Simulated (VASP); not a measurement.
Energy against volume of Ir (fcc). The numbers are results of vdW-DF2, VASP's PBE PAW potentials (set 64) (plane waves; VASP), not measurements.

```
V (Å³/atom)  E (eV/atom)
-----------  -----------
14.885          -4.90420
15.360          -4.94518
15.835          -4.95783
16.311          -4.94700
16.786          -4.91683
```

Fit a third-order Birch-Murnaghan equation of state.

- volume per atom: 15.84 Å^3/atom
- bulk modulus: 262 GPa
- pressure derivative of the bulk modulus: 5.36
- lattice constant a: 7.533 bohr

Measured: bulk modulus 365 GPa at 0 K (computed value off by -28.1 %), as given by H. Levämäki et al., Physical Review B (2014), arXiv:1402.3671 [corrected for temperature and zero-point phonon effects]; a 3.831 Å at 0 K (computed value off by +4.0 %), as given by Daniel Mejia-Rodriguez et al., Physical Review B (2018), arXiv:1807.09216 [static lattice: zero-point anharmonic expansion removed].

The compound is Ir in the fcc structure. It was relaxed first, which changed the volume by +12 %.
